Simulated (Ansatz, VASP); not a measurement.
# Ru (generalised stacking fault on (001) of Ru (basal plane)) in two plane-wave programs

One calculation is typed for both programs; each brings its own data sets. How far apart do they land? Of the first pair: The structure shown is the start of the Ansatz relaxation below; VASP solves that cell, so the two are compared at the walk's first step.

Program: Ansatz 0.2.0. Level of theory: plane waves, with VASP 6.6.1 beside it; single point at PBE. Results are calculated unless marked as measured.

**1. The structure**

The cell holds 12 atoms: 12 Ru. Its edges and angles: a = 2.715 Å, b = 2.715 Å, c = 25.697 Å, α = 91.8°, β = 88.2°, γ = 120.0°. It derives from Ru. 48 atoms of Ru, stacked on (0 0 1); one fault a cell: the periodic image above is shifted rigidly by 0.941 A along the in-plane vector of length 4.703 A (<112> type); atoms relaxed along the normal alone with the MACE-MP-0b2 potential. Lattice constants are starting values near those of PBE. Folded to one surface cell (a quarter of the atoms). The structure's axis is c.

**2. Ansatz: relaxation, PBE**

Ansatz runs on its default PAW (the set named soft_2) files.

The two programs are compared at the cell with which this relaxation starts, whose forces are those of its first step.

input.yaml

```yaml
crystal:
  lattice:
    - [2.715, 0.0, 0.0]
    - [-1.3575, 2.35126, 0.0]
    - [0.8145, -0.47025, 25.68]
  atoms:
    - { symbol: Ru, position: [0.2772, 0.7228, 0.28062] }
    - { symbol: Ru, position: [0.92724, 0.07276, 0.36374] }
    - { symbol: Ru, position: [0.24404, 0.75596, 0.44645] }
    - { symbol: Ru, position: [0.89416, 0.10584, 0.52925] }
    - { symbol: Ru, position: [0.21094, 0.78906, 0.61197] }
    - { symbol: Ru, position: [0.86102, 0.13898, 0.69487] }
    - { symbol: Ru, position: [0.17776, 0.82224, 0.77787] }
    - { symbol: Ru, position: [0.82784, 0.17216, 0.86077] }
    - { symbol: Ru, position: [0.14464, 0.85536, 0.94349] }
    - { symbol: Ru, position: [0.79476, 0.20524, 0.02629] }
    - { symbol: Ru, position: [0.11154, 0.88846, 0.109] }
    - { symbol: Ru, position: [0.76158, 0.23842, 0.19212] }
kpoints:
  mp_grid: { grid: [11, 11, 1] }
hamiltonian:
  xc: pbe
scf:
  occupations: { method: fermi_dirac, width: 0.1 }
output:
  forces: true
relax:
  f_tol: 0.05
  max_steps: 120
  constraints: [{ sites: [0, 1, 2, 3, 4, 5, 6, 7, 8, 9, 10, 11], fix: xy }]
```

Run with:

```console
$ ansatz run input.yaml --threads 6 --pin off --max-ram 102400MiB --backend cuda --events-out ev --progress --plain --runs-dir out
```

Numbers of over 12 decimals in the logs are rounded to 6 here.

The program printed:

```text
Warning: the atoms were moved onto the symmetric positions of the space group found under crystal.symmetry.tolerance 1.0e-5 (fractional; no operation is sought that the atoms, as they stand in a round, miss by more than twice it, and no atom is moved by as much as it), and the run uses the moved positions. Before a round's move an operation carried an atom to 6.27e-5 Å from where it should land, the largest such dist [...]
Warning: crystal.symmetry: narrowed to the stabiliser of the relax constraints — unitary ops 4 → 2; lowered at sites 0, 1, 2, 3, 4, 5, 6, 7, 8, 9, 10, 11 (the operations that carried what is held of a site onto what its image site leaves free; the constrained walk keeps no symmetry that its constraints do not admit)
Engine: ansatz 0.2.0, x86_64-unknown-linux-gnu
Pseudopotentials: kind: paw
Pseudopotential: Ru, paw, valence charge 16, recommended cutoff 420 eV (normal), Ru.paw.azcp
Functional definition: PBE
  parameter kappa = 0.804
  parameter beta = 0.066725
  exchange = pbe_x(kappa = kappa, mu = beta*pi^2/3)
  correlation = pbe_c(beta = beta)
device memory: the entry about to start is reckoned to put 11.1 GiB on a device that reports 70.3 GiB free
GPU FFT provider: cuFFT
GPU libraries: cuBLAS 13.8.2, cuFFT 12.4.0, cuSOLVER 12.3.4
Crystal: 12 atoms, lattice volume = 163.933 Å³
Basis set: ecut = 420 eV, 3237 PW (Γ), exchange–correlation on 40×40×360 points (8 copies of the dense FFT grid, shifted against one another)
Bands: 116, of which v1, the nominal top of the filled ones, is band 96 counted from 1 (95 counted from 0)
Symmetry: 2 space group operations
k-points: 61 of 121
Non-local potential: Ru, projectors of the file, l = 0: 3, l = 1: 2, l = 2: 2, l = 3: 1
PAW form: soft (Blöchl's): semilocal exchange-correlation on the pseudo side does not see the compensation charge
PAW one-centre angular grid: Ru, 590 points (default); XC on 64 Gauss nodes
Initial density: superposition of atomic densities (neutral atoms: chi_scale 0, normalization atom), corrected by the library's trained network
Initial wavefunctions: pseudopotential atomic-orbital guess
GPU buffer pool allocated for 72000 grid points (all kernels)
GPU transforms: local potential and band sums: pruned to the plane-wave sphere, on 18×18×180
Functional: x = pbe(κ = 0.804, μ = 0.219515), c = pbe(β = 0.066725)
SCF iter   1: F=—  HF=-70544.018328 eV  |F-HF|=—  |Δ(HF+E_count)|=         —  Δρ=1.03e-2  dr2=3.66e0  ethr=1.77e-3  ⟨swp⟩=4.9  Hψ=21257  notcnv=0
preconditioner: auto → Kerker (q_TF=auto, 2.801 Å⁻¹)  [metal: Δε(μ)=0.028 eV  Ē_g=5.042 eV  σ=0.100 eV  W_gap=0.07  n_scr=64 (ndim 8)  ℏωp=28.4 eV  f_vac=0.000  D(μ)=10.53/eV (n_scr^D=130)]
SCF iter   2: F=—  HF=-70544.020906 eV  |F-HF|=—  |Δ(HF+E_count)|=   2.58e-3  Δρ=5.53e-3  dr2=1.27e0  ethr=1.77e-3  ⟨swp⟩=1.0  Hψ=8174  notcnv=0
SCF iter   3: F=—  HF=-70544.020336 eV  |F-HF|=—  |Δ(HF+E_count)|=   5.70e-4  Δρ=7.12e-4  dr2=4.03e-2  ethr=6.61e-4  ⟨swp⟩=1.0  Hψ=7076  notcnv=0
SCF iter   4: F=—  HF=-70544.020045 eV  |F-HF|=—  |Δ(HF+E_count)|=   2.91e-4  Δρ=2.27e-4  dr2=2.96e-3  ethr=2.10e-5  ⟨swp⟩=1.0  Hψ=7076  notcnv=0
SCF iter   5: F=—  HF=-70544.020021 eV  |F-HF|=—  |Δ(HF+E_count)|=   2.40e-5  Δρ=8.53e-5  dr2=1.36e-4  ethr=1.54e-6  ⟨swp⟩=1.0  Hψ=7076  notcnv=0
SCF iter   6: F=-70544.020014 eV  HF=-70544.020017 eV  |F-HF|=2.26e-6  |Δ(HF+E_count)|=   4.42e-6  Δρ=2.38e-5  dr2=2.65e-6  ethr=3.26e-8  ⟨swp⟩=2.1  Hψ=19607  notcnv=0
SCF 1 converged in 6 iterations: F = -70544.020014 eV  dr2 = 2.65e-6
  greatest PAW one-centre occupation: 0.998 electrons in one spin orbital (limit 2), on the Ru atom at site 11 (counted from 0), in its partial waves of l = 0
relax step   1: F+E_penalty+E_count = -70544.02001438 eV  Δ(F+E_penalty+E_count) = +0.000e0 eV  max|allowed force component| = 2.494e-1 eV/Å  Δτ_max = 0.0000 Å  (6 SCF iters, dr2 threshold 6.25e-5 eV, accepted)
[...]
relax step   2: F+E_penalty+E_count = -70544.02610595 eV  Δ(F+E_penalty+E_count) = -6.092e-3 eV  max|allowed force component| = 1.062e-1 eV/Å  Δτ_max = 0.0439 Å  (6 SCF iters, dr2 threshold 3.89e-6 eV, accepted)
[...]
relax step   3: F+E_penalty+E_count = -70544.02993747 eV  Δ(F+E_penalty+E_count) = -3.832e-3 eV  max|allowed force component| = 1.632e-2 eV/Å  Δτ_max = 0.0204 Å  (7 SCF iters, accepted)
SCF converged after 7 iterations
Free energy (F): -70544.029937 eV
Harris-Foulkes:  -70544.029937 eV  (|F-HF|=1.33e-8)
Internal energy: -70543.687501 eV  (E = F + TS)
E sigma→0 (E₀):  -70543.858719 eV
Entropy (-TS):   -0.342437 eV (-28.536 meV/atom)
Fermi energy:    23.329807 eV
--- Per-component energies (eV) ---
  E_band       = -666.404379
  E_kinetic    = 6171.588097
  E_local      = -15232.788332  (includes V_loc(G=0)·N_el)
  E_nonlocal   = 4116.055697
  E_hartree    = 4905.192624
  E_xc         = -2287.729731
  E_vxc        = -2872.312510  (∫ρ·V_xc dr)
  E_paw        = -41528.406726  (= ΣΔE_a)
  E_vpaw       = -2659.327007  (= ΣTr[D̂ρ^β])
  E_aug_tail   = -0.002312  (compensation charges beyond the density's cutoff)
  E_ewald      = -26687.596817
  E_smearing   = -0.342437  (= −TS)
  E_closure    = -0.000000  (closes the sum)
  Σ components = -70544.029937   (vs F -70544.029937, Δ=0.00e0)
--- Forces (eV/Å), atoms counted from 1 ---
  atom   1  Ru     0.00822700    -0.00474992     0.01632316
  atom   2  Ru     0.13957217    -0.08058200    -0.01569422
  atom   3  Ru    -0.00247861     0.00143099    -0.00842688
  atom   4  Ru    -0.03305978     0.01908704     0.00239267
  atom   5  Ru     0.01710816    -0.00987737     0.01248120
  atom   6  Ru    -0.03086888     0.01782217     0.00692169
  atom   7  Ru     0.03086888    -0.01782217    -0.00692169
  atom   8  Ru    -0.01710816     0.00987737    -0.01248120
  atom   9  Ru     0.03305978    -0.01908704    -0.00239267
  atom  10  Ru     0.00247861    -0.00143099     0.00842688
  atom  11  Ru    -0.13957217     0.08058200     0.01569422
  atom  12  Ru    -0.00822700     0.00474992    -0.01632316
  max |Σ_I F_I| component: 6.94e-18 eV/Å
--- Relaxed structure (3 steps of the walk, 3 accepted, 0 SCFs on fresh bases) ---
  F+E_penalty+E_count = -70544.02993747 eV   max|allowed force component| = 1.632e-2 eV/Å
  atoms:
    - { symbol: Ru, position: [0.277150, 0.722850, 0.280886] }
    - { symbol: Ru, position: [0.927392, 0.072608, 0.362999] }
    - { symbol: Ru, position: [0.244216, 0.755784, 0.445535] }
    - { symbol: Ru, position: [0.894212, 0.105788, 0.528956] }
    - { symbol: Ru, position: [0.210962, 0.789038, 0.611877] }
    - { symbol: Ru, position: [0.861040, 0.138960, 0.694787] }
    - { symbol: Ru, position: [0.177747, 0.822253, 0.777953] }
    - { symbol: Ru, position: [0.827825, 0.172175, 0.860863] }
    - { symbol: Ru, position: [0.144575, 0.855425, 0.943784] }
    - { symbol: Ru, position: [0.794570, 0.205430, 0.027205] }
    - { symbol: Ru, position: [0.111395, 0.888605, 0.109741] }
    - { symbol: Ru, position: [0.761637, 0.238363, 0.191854] }
```

The column dr2 measures how far the density is from self-consistency, as an energy; F and HF (Harris–Foulkes) agree once it is small.

**3. VASP: single point, PBE, start cell, pair 1**

The same cell, functional, mesh and smearing now go to VASP, with its own data sets.

Lines of VASP's logs that name or quote its potential files are left out, and so is its time.

INCAR

```
SYSTEM = Ru
PREC = Accurate
ENCUT = 400
EDIFF = 1E-06
NELM = 120
ISMEAR = -1
SIGMA = 0.1
LREAL = .FALSE.
ALGO = Normal
GGA = PE
NBANDS = 104
LASPH = .TRUE.
LORBIT = 11
LWAVE = .FALSE.
LCHARG = .FALSE.
ISIF = 2
GGA_COMPAT = .FALSE.
KPAR = 2
```

POSCAR

```
Ru
1.0
    2.7150000000      0.0000000000      0.0000000000
   -1.3575000000      2.3512600000      0.0000000000
    0.8145000000     -0.4702500000     25.6800000000
Ru
12
Direct
    0.2772007626      0.7227946263      0.2806191589
    0.9272429063      0.0727524826      0.3637383178
    0.2440349100      0.7559604789      0.4464485982
    0.8941435747      0.1058518142      0.5292484424
    0.2109336314      0.7890617575      0.6119684580
    0.8610193888      0.1389760001      0.6948695483
    0.1777537601      0.8222416288      0.7778679907
    0.8278395175      0.1721558714      0.8607690810
    0.1446295742      0.8553658147      0.9434890966
    0.7947382389      0.2052571500      0.0262889409
    0.1115302426      0.8884651463      0.1089992212
    0.7615723863      0.2384230026      0.1921183801
```

KPOINTS

```
Automatic mesh
0
Gamma
11 11 1
0 0 0
```

Potentials, in the order of the species: Ru_pv (PBE family, release 64).

Run with:

```console
$ mpirun -np 2 vasp_std
```

The program printed:

```text
[banner, memory and clock lines left out]
running    2 mpi-ranks, on    1 nodes
 distrk:  each k-point on    1 cores,    2 groups
 distr:  one band on    1 cores,    1 groups

 POSCAR found type information on POSCAR Ru
 POSCAR found :  1 types and      12 ions
 LDA part: xc-table for (Slater+PW92), standard interpolation
 POSCAR, INCAR and KPOINTS ok, starting setup
 FFT: planning ... GRIDC
 FFT: planning ... GRID_SOFT
 FFT: planning ... GRID
 WAVECAR not read
 entering main loop
       N       E                     dE             d eps       ncg     rms          rms(c)
DAV:   1     0.196679976263E+04    0.19668E+04   -0.86615E+04  7728   0.150E+03
DAV:   2    -0.307964293497E+02   -0.19976E+04   -0.19269E+04  7760   0.519E+02
DAV:   3    -0.115266521618E+03   -0.84470E+02   -0.78159E+02  8672   0.105E+02
DAV:   4    -0.118441000180E+03   -0.31745E+01   -0.30942E+01  8440   0.154E+01
DAV:   5    -0.118553549894E+03   -0.11255E+00   -0.11014E+00  9688   0.237E+00    0.430E+01
DAV:   6    -0.111492970206E+03    0.70606E+01   -0.23080E+01  8160   0.210E+01    0.126E+01
DAV:   7    -0.316672161102E+03   -0.20518E+03   -0.40990E+02 11320   0.137E+02    0.410E+02
DAV:   8    -0.264960885159E+03    0.51711E+02   -0.84853E+01  8896   0.182E+01    0.948E+01
DAV:   9    -0.110507116638E+03    0.15445E+03   -0.16162E+02  9624   0.314E+01    0.131E+01
DAV:  10    -0.111767706814E+03   -0.12606E+01   -0.30712E+01  8848   0.196E+01    0.962E+00
DAV:  11    -0.110814450564E+03    0.95326E+00   -0.43129E+00  8792   0.117E+01    0.464E+00
DAV:  12    -0.110738602077E+03    0.75848E-01   -0.12302E+00  8880   0.863E+00    0.359E+00
DAV:  13    -0.110564396525E+03    0.17421E+00   -0.41783E-01  8992   0.447E+00    0.116E+00
DAV:  14    -0.110572112406E+03   -0.77159E-02   -0.56176E-02  8896   0.180E+00    0.121E+00
[...]
DAV:  18    -0.110557251862E+03    0.19939E-03   -0.10774E-03  8328   0.240E-01    0.262E-01
DAV:  19    -0.110557191034E+03    0.60829E-04   -0.17606E-04  9008   0.671E-02    0.198E-01
DAV:  20    -0.110557140117E+03    0.50916E-04   -0.82042E-05  8312   0.405E-02    0.141E-01
DAV:  21    -0.110557113505E+03    0.26612E-04   -0.13581E-05  7568   0.216E-02    0.127E-01
DAV:  22    -0.110557065560E+03    0.47945E-04   -0.53246E-05  8328   0.476E-02    0.921E-02
DAV:  23    -0.110557055979E+03    0.95809E-05   -0.17199E-05  7584   0.284E-02    0.829E-02
DAV:  24    -0.110557054724E+03    0.12543E-05   -0.46296E-06  4744   0.111E-02    0.812E-02
DAV:  25    -0.110557054831E+03   -0.10628E-06   -0.53009E-07  4184   0.338E-03
   1 F= -.11055705E+03 E0= -.11038517E+03  d E =-.343772E+00
```

From OUTCAR (step 3):

```text
ion  position               nearest neighbor table
   1  0.277  0.723  0.281-   2 2.65   2 2.65   2 2.65  12 2.65  12 2.65  12 3.16
   2  0.927  0.073  0.364-   3 2.64   3 2.64   3 2.64   1 2.65   1 2.65   1 2.65
   3  0.244  0.756  0.446-   2 2.64   2 2.64   2 2.64   4 2.64   4 2.64   4 2.64
   4  0.894  0.106  0.529-   5 2.64   5 2.64   5 2.64   3 2.64   3 2.64   3 2.64
   5  0.211  0.789  0.612-   4 2.64   4 2.64   4 2.64   6 2.64   6 2.64   6 2.64
   6  0.861  0.139  0.695-   5 2.64   5 2.64   5 2.64   7 2.65   7 2.65   7 2.65
   7  0.178  0.822  0.778-   8 2.64   8 2.64   8 2.64   6 2.65   6 2.65   6 2.65
   8  0.828  0.172  0.861-   9 2.64   9 2.64   9 2.64   7 2.64   7 2.64   7 2.64
   9  0.145  0.855  0.943-   8 2.64   8 2.64   8 2.64  10 2.64  10 2.64  10 2.64
  10  0.795  0.205  0.026-  11 2.64  11 2.64  11 2.64   9 2.64   9 2.64   9 2.64
  11  0.112  0.888  0.109-  10 2.64  10 2.64  10 2.64  12 2.65  12 2.65  12 2.65
  12  0.762  0.238  0.192-  11 2.65  11 2.65  11 2.65   1 2.65   1 2.65   1 3.16

  LATTYP: Found a base centered monoclinic cell.
 ALAT       =     4.7025184569
 B/A-ratio  =     0.5773503955
 C/A-ratio  =     5.4645647688
 COS(beta)  =    -0.0365993992

 Subroutine GETGRP returns: Found  4 space group operations
 (whereof  2 operations were pure point group operations)

The static configuration has the point symmetry C_1h.
 The point group associated with its full space group is C_2h.

 Found     36 irreducible k-points:

   k-points           NKPTS =     36   k-points in BZ     NKDIM =     36   number of bands    NBANDS=    104

   dimension x,y,z NGX =    18 NGY =   18 NGZ =  168
   dimension x,y,z NGXF=    36 NGYF=   36 NGZF=  336

   ENCUT  =  400.0 eV  29.40 Ry    5.42 a.u.   4.43  4.43 41.91*2*pi/ulx,y,z

   NELECT =     168.0000    total number of electrons

 k-points in reciprocal lattice and weights: Automatic mesh
   0.00000000  0.00000000  0.00000000       0.008
   0.09090909 -0.00000000  0.00000000       0.033
   0.18181818 -0.00000000  0.00000000       0.033
   0.27272727 -0.00000000  0.00000000       0.033
   0.36363636 -0.00000000  0.00000000       0.033
   0.45454545 -0.00000000  0.00000000       0.033
   0.09090909  0.09090909  0.00000000       0.017
   0.18181818  0.09090909  0.00000000       0.033
   0.27272727  0.09090909  0.00000000       0.033
[...]
0.45454545  0.45454545 -0.00000000       0.017
  -0.45454545  0.45454545  0.00000000       0.017

 average (electrostatic) potential at core
       1 -67.2078       2 -67.3573       3 -67.3306       4 -67.3146       5 -67.3137
       6 -67.3116       7 -67.3116       8 -67.3137       9 -67.3146      10 -67.3306
      11 -67.3574      12 -67.2078

 E-fermi :  12.7132

 k-point     1 :       0.0000    0.0000    0.0000
  band No.  band energies     occupation
    ...
     87      12.0212      1.99803
     88      12.2439      1.98184
     89      12.3815      1.92997
     90      12.4364      1.88175
     91      12.8124      0.54090
     92      12.9835      0.12550
     93      13.0523      0.06511
     94      13.1419      0.02711
     95      13.1705      0.02044
     96      13.2533      0.00898
    ...

 k-point     2 :       0.0909   -0.0000    0.0000
  band No.  band energies     occupation
    ...
     90      12.2416      1.98225
     91      12.3665      1.93943
     92      12.4920      1.80249
     93      12.5179      1.75151
     94      12.7780      0.68681
     95      13.0146      0.09351
     96      13.3081      0.00520
     97      13.4032      0.00201
     98      13.5374      0.00053
     99      13.6650      0.00015
    ...

 k-point     3 :       0.1818   -0.0000    0.0000
  band No.  band energies     occupation
    ...
     89      11.9988      1.99842
     90      12.0500      1.99737
     91      12.2024      1.98797
     92      12.6389      1.35490
     93      12.7702      0.72207
     94      12.8759      0.32822
     95      12.9586      0.15827
     96      13.3689      0.00283
     97      13.6211      0.00023
     98      13.8655      0.00002
    ...

  Total        1.1289740      1.7864990      4.9748338      0.5694324     -0.4591419      0.7952578
  in kB       11.0338991     17.4601449     48.6209731      5.5652825     -4.4873711      7.7723623
  external PRESSURE =      25.7050057 kB  Pullay stress =       0.0000000 kB

  energy-cutoff  :      400.00
  volume of cell :      163.93
      direct lattice vectors                 reciprocal lattice vectors
     2.715000000  0.000000000  0.000000000     0.368324125  0.212651940 -0.007788179
    -1.357500000  2.351260000  0.000000000     0.000000000  0.425303880  0.007788129
     0.814500000 -0.470250000 25.680000000     0.000000000  0.000000000  0.038940810

 POSITION                                       TOTAL-FORCE (eV/Angst)
 -----------------------------------------------------------------------------------
     -0.00003      1.56752      7.20630         0.020112     -0.011611      0.245972
      2.71497      0.00001      9.34080         0.143172     -0.082660     -0.187352
     -0.00003      1.56752     11.46480        -0.002131      0.001230     -0.193757
      2.71498      0.00001     13.59110        -0.033605      0.019402      0.049357
     -0.00002      1.56751     15.71535         0.017837     -0.010298      0.074835
      2.71498      0.00001     17.84425        -0.031851      0.018389      0.001182
     -0.00002      1.56751     19.97565         0.031851     -0.018389     -0.001182
      2.71498      0.00001     22.10455        -0.017837      0.010298     -0.074835
     -0.00002      1.56751     24.22880         0.033605     -0.019402     -0.049357
      1.90049      0.47025      0.67510         0.002131     -0.001230      0.193757
     -0.81451      2.03776      2.79910        -0.143172      0.082660      0.187352
      1.90049      0.47025      4.93360        -0.020112      0.011611     -0.245972
 -----------------------------------------------------------------------------------
    total drift:                                0.013249      0.063013     -0.000320

  FREE ENERGIE OF THE ION-ELECTRON SYSTEM (eV)
  ---------------------------------------------------
  free  energy   TOTEN  =      -110.5570548307 eV

  energy  without entropy=     -110.2132826359  energy(sigma->0) =     -110.38516873

 total charge
# of ion       s       p       d       tot
------------------------------------------
    1        0.396   6.288   5.940  12.624
    2        0.405   6.313   5.945  12.663
    3        0.407   6.315   5.953  12.674
    4        0.407   6.315   5.954  12.675
    5        0.406   6.315   5.951  12.672
    6        0.406   6.314   5.949  12.668
    7        0.406   6.314   5.949  12.668
    8        0.406   6.315   5.951  12.672
    9        0.407   6.315   5.954  12.675
   10        0.407   6.315   5.953  12.674
   11        0.405   6.313   5.945  12.663
   12        0.396   6.288   5.940  12.624
--------------------------------------------------
tot          4.853  75.718  71.382 151.953

[... 3 further parts left out ...]
```

The run ends at a pressure of 2.57 GPa, with forces up to 0.25 eV/Å.

**4. Comparison**

Known differences besides the potentials themselves: the data sets hold 192 valence electrons in Ansatz (on its default PAW (the set named soft_2) files) and 168 in VASP; the cutoff is 420 eV in Ansatz and 400 eV in VASP. Total energies have different zeros and are not compared.

Forces on 7 of the 12 atoms, those with the largest forces and the largest differences (eV/Å; atoms numbered as in POSCAR):

```csv
atom,"Ansatz x, y, z","VASP x, y, z"
Ru1,"0.019, -0.011, 0.249","0.020, -0.012, 0.246"
Ru2,"0.144, -0.083, -0.187","0.143, -0.083, -0.187"
Ru3,"-0.002, 0.001, -0.195","-0.002, 0.001, -0.194"
Ru8,"-0.018, 0.010, -0.074","-0.018, 0.010, -0.075"
Ru10,"0.002, -0.001, 0.195","0.002, -0.001, 0.194"
Ru11,"-0.144, 0.083, 0.187","-0.143, 0.083, 0.187"
Ru12,"-0.019, 0.011, -0.249","-0.020, 0.012, -0.246"
```

The forces differ by 0.9 meV/Å r.m.s., which is 0.9 % of the r.m.s. force of 0.098 eV/Å (both taken over all components). VASP's last cycles still show a density residual of 8e-03, so its state may not be settled.

[end of part 1 of 2]

[Lines on the potential files, build, host, timing and source positions are cut from VASP's logs without a mark.]

[Logs are printed without paths, hosts, clocks, repeated set-up lines and the standing remarks that a program may print on its own settings, such as how far it seeks lower states.]

[Hosts, paths, dates, database ids (printed as entryN), source tags and the programs' standing remarks are cut or masked in the printed files.]
